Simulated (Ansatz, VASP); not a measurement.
## Zn: VASP beside Ansatz

Aim: how closely do two programs agree when they are given the same cell, functional and k mesh? The structure shown is frame 125 of Ansatz's trajectory.

Program: Ansatz 0.2.0. Level of theory: plane waves, with VASP 6.6.1 beside it; single point at PBE. Results are calculated unless marked as measured.

## 1. Starting point

The cell holds 48 atoms: 48 Zn. Cell: a = 9.257 Å, b = 9.257 Å, c = 9.257 Å, α = 90.0°, β = 90.0°, γ = 90.0°. As first built, before any earlier steps moved the atoms (in the runner's words): 48 atoms (48 Zn) placed at random at 6.57 g/cm^3 and pushed apart to contact distance.

## 2. Ansatz: dynamics, PBE

Ansatz runs on its default PAW (the set named soft_2) files.

One frame of this run of dynamics is then solved in both programs, so the motion causes no difference.

The input, input.yaml:

```yaml
crystal:
  lattice:
    - [9.2567, 0.0, 0.0]
    - [0.0, 9.2567, 0.0]
    - [0.0, 0.0, 9.2567]
  atoms:
    - { symbol: Zn, position: [0.48697, 0.96668, 0.13268] }
    - { symbol: Zn, position: [0.87904, 0.37123, 0.3759] }
    - { symbol: Zn, position: [0.71297, 0.44338, 0.58917] }
    - { symbol: Zn, position: [0.11388, 0.84366, 0.46585] }
    - { symbol: Zn, position: [0.37313, 0.84257, 0.33801] }
    - { symbol: Zn, position: [0.41606, 0.10486, 0.37256] }
    - { symbol: Zn, position: [0.27013, 0.27322, 0.79124] }
    - { symbol: Zn, position: [0.2472, 0.44232, 0.99366] }
    - { symbol: Zn, position: [0.91117, 0.67052, 0.5219] }
    - { symbol: Zn, position: [0.30044, 0.1882, 0.03916] }
    - { symbol: Zn, position: [0.54389, 0.12234, 0.63833] }
    - { symbol: Zn, position: [0.7714, 0.74827, 0.97442] }
    - { symbol: Zn, position: [0.12845, 0.51916, 0.49211] }
    - { symbol: Zn, position: [0.08562, 0.56618, 0.82218] }
    - { symbol: Zn, position: [0.52263, 0.25864, 0.87559] }
    - { symbol: Zn, position: [0.47853, 0.45791, 0.70878] }
    - { symbol: Zn, position: [0.21292, 0.82765, 0.7096] }
    - { symbol: Zn, position: [0.76208, 0.25245, 0.76413] }
    - { symbol: Zn, position: [0.17171, 0.00337, 0.90225] }
    - { symbol: Zn, position: [0.86718, 0.89263, 0.38694] }
    - { symbol: Zn, position: [0.29236, 0.05365, 0.59962] }
    - { symbol: Zn, position: [0.68016, 0.80716, 0.2146] }
    - { symbol: Zn, position: [0.33865, 0.6374, 0.8418] }
    - { symbol: Zn, position: [0.91894, 0.08666, 0.55968] }
    - { symbol: Zn, position: [0.9633, 0.39923, 0.65892] }
    - { symbol: Zn, position: [0.01859, 0.68842, 0.04591] }
    - { symbol: Zn, position: [0.77983, 0.88378, 0.65438] }
    - { symbol: Zn, position: [0.24578, 0.83706, 0.09872] }
    - { symbol: Zn, position: [0.83238, 0.02763, 0.88949] }
    - { symbol: Zn, position: [0.18199, 0.39782, 0.2625] }
    - { symbol: Zn, position: [0.6186, 0.26763, 0.41687] }
    - { symbol: Zn, position: [0.09787, 0.25791, 0.46946] }
    - { symbol: Zn, position: [0.14852, 0.66606, 0.27417] }
    - { symbol: Zn, position: [0.67007, 0.63752, 0.4161] }
    - { symbol: Zn, position: [0.83114, 0.6019, 0.7635] }
    - { symbol: Zn, position: [0.37453, 0.61269, 0.14935] }
    - { symbol: Zn, position: [0.95047, 0.23022, 0.16483] }
    - { symbol: Zn, position: [0.0181, 0.20409, 0.82744] }
    - { symbol: Zn, position: [0.70201, 0.06335, 0.27269] }
    - { symbol: Zn, position: [0.42766, 0.65755, 0.51767] }
    - { symbol: Zn, position: [0.53786, 0.82693, 0.74213] }
    - { symbol: Zn, position: [0.44771, 0.45635, 0.34856] }
    - { symbol: Zn, position: [0.1738, 0.11795, 0.2594] }
    - { symbol: Zn, position: [0.34783, 0.30415, 0.53919] }
    - { symbol: Zn, position: [0.97372, 0.81633, 0.81978] }
    - { symbol: Zn, position: [0.6362, 0.49842, 0.92207] }
    - { symbol: Zn, position: [0.68079, 0.46574, 0.1798] }
    - { symbol: Zn, position: [0.53215, 0.22909, 0.15799] }
kpoints:
  mp_grid: { grid: [1, 1, 1] }
hamiltonian:
  xc: pbe
scf:
  occupations: { method: fermi_dirac, width: 0.062 }
output:
  forces: true
  stress: true
basis:
  ecutwfc: "520 eV"
md:
  timestep: 4.0
  n_steps: 375
  ensemble: nvt_nose_hoover
  temperature: 1223
  initial_velocities: maxwell_boltzmann
  seed: 6
  temperature_schedule:
    - { n_steps: 46, end_temperature: 1223 }
    - { n_steps: 46, end_temperature: 723 }
```

Launch:

```
$ ansatz run input.yaml --threads 4 --pin off --max-ram 15360MiB --backend cpu --events-out ev --progress --plain --runs-dir out
```

Numbers of over 12 decimals in the logs are rounded to 6 here.

Log:

```text
Warning: md: disabling space-group detection — thermal motion breaks the input geometry's symmetry, so no spatial operation reduces the k-mesh or symmetrises the density; time reversal is kept, so that k and −k are solved as one point where they differ and the mesh holds both, and exact exchange and, on two spinor components, a DFT+U term hold to it where the run has them: on two components no moment then forms, and  [...]
Warning: output.stress: scf.convergence.dr2_threshold = 4.8e-8 eV (the default of an md: trajectory) is looser than the 4.8e-9 eV advised for a printed stress (1e-10 eV for each atom of the cell: 48). What an SCF threshold leaves in a stress goes as its square root, and in the free energy as the threshold itself, and one threshold admits the most on a small cell: [figures from the program's tests cut] Set scf.converg [...]
Engine: ansatz 0.2.0, aarch64-unknown-linux-gnu
Pseudopotentials: kind: paw
Pseudopotential: Zn, paw, valence charge 12, recommended cutoff 420 eV (normal), Zn.paw.azcp
Functional definition: PBE
  parameter kappa = 0.804
  parameter beta = 0.066725
  exchange = pbe_x(kappa = kappa, mu = beta*pi^2/3)
  correlation = pbe_c(beta = beta)
Crystal: 48 atoms, lattice volume = 793.174 Å³
Basis set: ecut = 520 eV, 21367 PW (Γ), exchange–correlation on 144×144×144 points (8 copies of the dense FFT grid, shifted against one another)
Bands: 346, of which v1, the nominal top of the filled ones, is band 288 counted from 1 (287 counted from 0)
Symmetry: 1 space group operations
k-points: 1
Non-local potential: Zn, projectors of the file, l = 0: 2, l = 1: 2, l = 2: 3, l = 3: 1
PAW form: soft (Blöchl's): semilocal exchange-correlation on the pseudo side does not see the compensation charge
PAW one-centre angular grid: Zn, 590 points (default); XC on 64 Gauss nodes
Initial density: superposition of atomic densities (neutral atoms: chi_scale 0, normalization atom), corrected by the library's trained network
Initial wavefunctions: pseudopotential atomic-orbital guess
Functional: x = pbe(κ = 0.804, μ = 0.219515), c = pbe(β = 0.066725)
SCF iter   1: F=—  HF=-159289.633297 eV  |F-HF|=—  |Δ(HF+E_count)|=         —  Δρ=7.47e-3  dr2=2.74e0  ethr=1.77e-3  ⟨swp⟩=6.0  Hψ=1495  notcnv=0  defer=25
preconditioner: auto → LDOS  [insulator: Δε(μ)=0.219 eV  Ē_g=10.462 eV  σ=0.062 eV  W_gap=0.71  n_scr=250 (ndim 8)  ℏωp=31.6 eV  f_vac=0.021  D(μ)=13.55/eV (n_scr^D=80)  ε∞_Penn≈10.1  β→1.0]
SCF iter   2: F=—  HF=-159289.299710 eV  |F-HF|=—  |Δ(HF+E_count)|=   3.34e-1  Δρ=5.74e-3  dr2=5.95e-1  ethr=4.76e-4  ⟨swp⟩=4.0  Hψ=721  notcnv=0  defer=30
SCF iter   3: F=—  HF=-159289.216189 eV  |F-HF|=—  |Δ(HF+E_count)|=   8.35e-2  Δρ=3.29e-3  dr2=1.37e-1  ethr=1.03e-4  ⟨swp⟩=2.0  Hψ=632  notcnv=0  defer=30
SCF iter   4: F=—  HF=-159289.188255 eV  |F-HF|=—  |Δ(HF+E_count)|=   2.79e-2  Δρ=1.35e-3  dr2=2.74e-2  ethr=2.38e-5  ⟨swp⟩=2.0  Hψ=629  notcnv=0  defer=30
SCF iter   5: F=—  HF=-159289.182869 eV  |F-HF|=—  |Δ(HF+E_count)|=   5.39e-3  Δρ=3.09e-4  dr2=1.21e-3  ethr=4.76e-6  ⟨swp⟩=2.0  Hψ=594  notcnv=0  defer=30
SCF iter   6: F=—  HF=-159289.183181 eV  |F-HF|=—  |Δ(HF+E_count)|=   3.13e-4  Δρ=1.30e-4  dr2=1.97e-4  ethr=2.10e-7  ⟨swp⟩=2.0  Hψ=605  notcnv=0  defer=30
SCF iter   7: F=—  HF=-159289.183263 eV  |F-HF|=—  |Δ(HF+E_count)|=   8.20e-5  Δρ=6.36e-5  dr2=3.05e-5  ethr=3.42e-8  ⟨swp⟩=2.0  Hψ=606  notcnv=0  defer=30
SCF iter   8: F=—  HF=-159289.183600 eV  |F-HF|=—  |Δ(HF+E_count)|=   3.37e-4  Δρ=2.67e-5  dr2=7.18e-6  ethr=5.29e-9  ⟨swp⟩=2.0  Hψ=634  notcnv=0  defer=30
SCF iter   9: F=—  HF=-159289.183601 eV  |F-HF|=—  |Δ(HF+E_count)|=   1.01e-6  Δρ=8.65e-6  dr2=1.09e-6  ethr=1.25e-9  ⟨swp⟩=2.0  Hψ=588  notcnv=0  defer=30
SCF iter  10: F=—  HF=-159289.183602 eV  |F-HF|=—  |Δ(HF+E_count)|=   2.71e-7  Δρ=4.61e-6  dr2=1.83e-7  ethr=1.90e-10  ⟨swp⟩=2.0  Hψ=606  notcnv=0  defer=30
SCF iter  11: F=-159289.183602 eV  HF=-159289.183602 eV  |F-HF|=1.16e-8  |Δ(HF+E_count)|=  6.11e-10  Δρ=1.95e-6  dr2=3.18e-8  ethr=8.33e-12  ⟨swp⟩=5.0  Hψ=1460  notcnv=0
[...]
md step   355: t =  1420.00 fs  T =   612.2 K (target 723.0 K)  F+E_penalty+E_count = -159294.81176696 eV  E_kin = 3.719076 eV  conserved = -159281.76010920 eV  P_inst = 6.9554 GPa  (3 SCF iters)
md step   356: t =  1424.00 fs  T =   628.3 K (target 723.0 K)  F+E_penalty+E_count = -159294.88008178 eV  E_kin = 3.816844 eV  conserved = -159281.76033070 eV  P_inst = 6.9391 GPa  (4 SCF iters)
md step   357: t =  1428.00 fs  T =   652.4 K (target 723.0 K)  F+E_penalty+E_count = -159294.99542519 eV  E_kin = 3.963600 eV  conserved = -159281.76136656 eV  P_inst = 6.9072 GPa  (4 SCF iters)
md step   358: t =  1432.00 fs  T =   682.1 K (target 723.0 K)  F+E_penalty+E_count = -159295.14195324 eV  E_kin = 4.143869 eV  conserved = -159281.76287222 eV  P_inst = 6.8668 GPa  (5 SCF iters)
md step   359: t =  1436.00 fs  T =   713.5 K (target 723.0 K)  F+E_penalty+E_count = -159295.29636845 eV  E_kin = 4.334556 eV  conserved = -159281.76437598 eV  P_inst = 6.8277 GPa  (4 SCF iters)
md step   360: t =  1440.00 fs  T =   742.6 K (target 723.0 K)  F+E_penalty+E_count = -159295.43488424 eV  E_kin = 4.511691 eV  conserved = -159281.76547586 eV  P_inst = 6.7998 GPa  (8 SCF iters)
md step   361: t =  1444.00 fs  T =   766.5 K (target 723.0 K)  F+E_penalty+E_count = -159295.53933352 eV  E_kin = 4.656501 eV  conserved = -159281.76596156 eV  P_inst = 6.7908 GPa  (5 SCF iters)
md step   362: t =  1448.00 fs  T =   783.3 K (target 723.0 K)  F+E_penalty+E_count = -159295.60060224 eV  E_kin = 4.758985 eV  conserved = -159281.76582495 eV  P_inst = 6.8049 GPa  (4 SCF iters)
md step   363: t =  1452.00 fs  T =   793.2 K (target 723.0 K)  F+E_penalty+E_count = -159295.61909766 eV  E_kin = 4.818609 eV  conserved = -159281.76519656 eV  P_inst = 6.8421 GPa  (5 SCF iters)
md step   364: t =  1456.00 fs  T =   797.1 K (target 723.0 K)  F+E_penalty+E_count = -159295.60298676 eV  E_kin = 4.842729 eV  conserved = -159281.76427616 eV  P_inst = 6.8992 GPa  (4 SCF iters)
md step   365: t =  1460.00 fs  T =   797.3 K (target 723.0 K)  F+E_penalty+E_count = -159295.56523663 eV  E_kin = 4.843722 eV  conserved = -159281.76327859 eV  P_inst = 6.9707 GPa  (4 SCF iters)
md step   366: t =  1464.00 fs  T =   796.0 K (target 723.0 K)  F+E_penalty+E_count = -159295.52030794 eV  E_kin = 4.835701 eV  conserved = -159281.76239910 eV  P_inst = 7.0502 GPa  (4 SCF iters)
md step   367: t =  1468.00 fs  T =   795.2 K (target 723.0 K)  F+E_penalty+E_count = -159295.48102085 eV  E_kin = 4.831317 eV  conserved = -159281.76180287 eV  P_inst = 7.1320 GPa  (4 SCF iters)
md step   368: t =  1472.00 fs  T =   796.5 K (target 723.0 K)  F+E_penalty+E_count = -159295.45586228 eV  E_kin = 4.839000 eV  conserved = -159281.76161620 eV  P_inst = 7.2118 GPa  (4 SCF iters)
md step   369: t =  1476.00 fs  T =   800.1 K (target 723.0 K)  F+E_penalty+E_count = -159295.44698153 eV  E_kin = 4.860902 eV  conserved = -159281.76189682 eV  P_inst = 7.2874 GPa  (4 SCF iters)
md step   370: t =  1480.00 fs  T =   805.2 K (target 723.0 K)  F+E_penalty+E_count = -159295.44933120 eV  E_kin = 4.892022 eV  conserved = -159281.76259199 eV  P_inst = 7.3594 GPa  (8 SCF iters)
md step   371: t =  1484.00 fs  T =   810.0 K (target 723.0 K)  F+E_penalty+E_count = -159295.45158242 eV  E_kin = 4.921132 eV  conserved = -159281.76351093 eV  P_inst = 7.4302 GPa  (5 SCF iters)
md step   372: t =  1488.00 fs  T =   812.1 K (target 723.0 K)  F+E_penalty+E_count = -159295.43917176 eV  E_kin = 4.933822 eV  conserved = -159281.76435087 eV  P_inst = 7.5037 GPa  (4 SCF iters)
md step   373: t =  1492.00 fs  T =   809.4 K (target 723.0 K)  F+E_penalty+E_count = -159295.39906852 eV  E_kin = 4.917253 eV  conserved = -159281.76477195 eV  P_inst = 7.5828 GPa  (4 SCF iters)
md step   374: t =  1496.00 fs  T =   800.9 K (target 723.0 K)  F+E_penalty+E_count = -159295.32506540 eV  E_kin = 4.865437 eV  conserved = -159281.76449487 eV  P_inst = 7.6687 GPa  (4 SCF iters)
[...]
md step   375: t =  1500.00 fs  T =   787.4 K (target 723.0 K)  F+E_penalty+E_count = -159295.22202492 eV  E_kin = 4.783439 eV  conserved = -159281.76340845 eV  P_inst = 7.7587 GPa  (8 SCF iters)
SCF converged after 8 iterations
Free energy (F): -159295.222025 eV
Harris-Foulkes:  -159295.222025 eV  (|F-HF|=3.73e-9)
Internal energy: -159295.118992 eV  (E = F + TS)
E sigma→0 (E₀):  -159295.170508 eV
Entropy (-TS):   -0.103033 eV (-2.147 meV/atom)
Fermi energy:    9.788659 eV
--- Per-component energies (eV) ---
  E_band       = 1630.006007
  E_kinetic    = 6315.391654
  E_local      = -83123.917145  (includes V_loc(G=0)·N_el)
  E_nonlocal   = 29287.909034
  E_hartree    = 35222.204898
  E_xc         = -6625.839232
  E_vxc        = -2544.533669  (∫ρ·V_xc dr)
  E_paw        = -87557.189648  (= ΣΔE_a)
  E_vpaw       = -18749.261372  (= ΣTr[D̂ρ^β])
  E_aug_tail   = 0.000831  (compensation charges beyond the density's cutoff)
  E_ewald      = -52813.679385
  E_smearing   = -0.103033  (= −TS)
  E_closure    = -0.000000  (closes the sum)
  Σ components = -159295.222025   (vs F -159295.222025, Δ=0.00e0)
--- Forces (eV/Å), atoms counted from 1 ---
  atom   1  Zn     0.58913354    -0.48509330    -0.88431903
  atom   2  Zn    -0.16247877    -0.22976426    -0.06751118
  atom   3  Zn     0.31751778     0.14061037     0.24709410
  atom   4  Zn     0.21454898     0.52037196    -0.12561986
  atom   5  Zn    -0.37699686     0.30172326     0.19712503
  atom   6  Zn     0.21030069    -0.41269600     0.24941470
  atom   7  Zn    -0.12140934    -0.20465808     0.91693398
  atom   8  Zn    -0.92347808     0.91089544    -0.16229541
  atom   9  Zn     0.35000356    -0.13507555     0.09023812
  atom  10  Zn    -0.30576478     0.04821377    -0.51943605
  atom  11  Zn     0.33315572     0.02792614    -1.26470039
  atom  12  Zn    -0.13073173    -0.14947665    -0.04249607
  atom  13  Zn     0.32280693    -0.12564409     0.55915546
  atom  14  Zn    -0.21508498    -0.73996396    -0.39859062
  atom  15  Zn     0.07805853     0.31994639     0.26561799
  atom  16  Zn    -0.33424737    -0.13607786     0.35736201
  atom  17  Zn    -0.10098732    -0.65947004     0.34885900
  atom  18  Zn    -0.32799610    -0.47978717    -0.20796450
  atom  19  Zn     0.17842829    -0.09856670     0.25756525
  atom  20  Zn     0.44642004    -0.13423499     1.13254018
  atom  21  Zn     0.60766976    -1.05986354     1.70498597
  atom  22  Zn     0.58211786     0.32351284     0.99405445
  atom  23  Zn     0.77843548     0.57959751     0.70460589
  atom  24  Zn     0.09749263     0.52293851     0.16170638
[...]
atom  41  Zn     0.17498942     0.01707041     1.41472020
  atom  42  Zn    -0.03932718    -0.43010183     0.11700653
  atom  43  Zn    -0.62753084     0.01985136     0.23235097
  atom  44  Zn    -0.05458760     1.17064730    -0.98619591
  atom  45  Zn    -0.22768193     0.01911087    -0.29851148
  atom  46  Zn     0.98890816     0.28251257    -0.38517219
  atom  47  Zn     0.20318073    -0.29219905     0.70639101
  atom  48  Zn     0.54730268    -0.31303496     0.63340797
  max |Σ_I F_I| component: 6.35e-6 eV/Å
--- Stress (GPa, compression-positive) ---
        6.583975       0.118105       1.018069
        0.118105       5.623105       0.190349
        1.018070       0.190349       9.095568
  P = ⅓ Tr σ = 7.1009 GPa (71.009 kbar)
--- MD trajectory: 375 steps, t = 0.0 → 1500.0 fs ---
  final state: T = 787.4 K   F+E_penalty+E_count = -159295.22202492 eV   E_kin = 4.783439 eV
  conserved energy: peak-to-peak 2.683e-2 eV (5.589e-4 eV/atom) over 1500.0 fs
```

In the SCF lines HF is the Harris–Foulkes energy and dr2 the Hartree energy of the density residual, in eV; the loop may stop once dr2 is under the threshold and the program's other checks hold. Hψ counts applications of the Hamiltonian.

(Continued in part 2 of 2.)

[Lines on the potential files, build, host, timing and source positions are cut from VASP's logs without a mark.]

[Logs are printed without paths, hosts, clocks, repeated set-up lines and the standing remarks that a program may print on its own settings, such as how far it seeks lower states.]

[Hosts, paths, dates, database ids (printed as entryN), source tags and the programs' standing remarks are cut or masked in the printed files.]
